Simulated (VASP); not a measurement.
Tc (hcp) relaxed at rising pressure, in one space group throughout; other phases were not tried. The pressures are those reached. Calculation: LDA (Ceperley-Alder, Perdew-Zunger), VASP's LDA PAW potentials (set 64) (plane waves; VASP).

| P (GPa) | V (Å³/atom) | k-mesh |
|---|---|---|
| -0.02 | 13.763 | 15×15×9 |
| 4.84 | 13.575 | 15×15×9 |
| 9.83 | 13.395 | 15×15×9 |
| 19.86 | 13.075 | 16×16×9 |
| 29.88 | 12.784 | 16×16×9 |

A change of mesh leaves a small step in the series.

Task: Fit an equation of state and predict the volume at 45.02 GPa.

Result: Least squares on the third-order Birch-Murnaghan form, P = (3B0/2)(y⁷ − y⁵)[1 + (3/4)(B′ − 4)(y² − 1)] with y = (V0/V)^(1/3), gives V0 = 13.761 Å³/atom, B0 = 346 GPa and B′ = 4.3, and so 12.404 Å³/atom. The run gave 12.400 Å³/atom, -0.0 % from the fit.

Pressures at which the relaxation failed are left out.

The compound is Tc in the hcp structure.
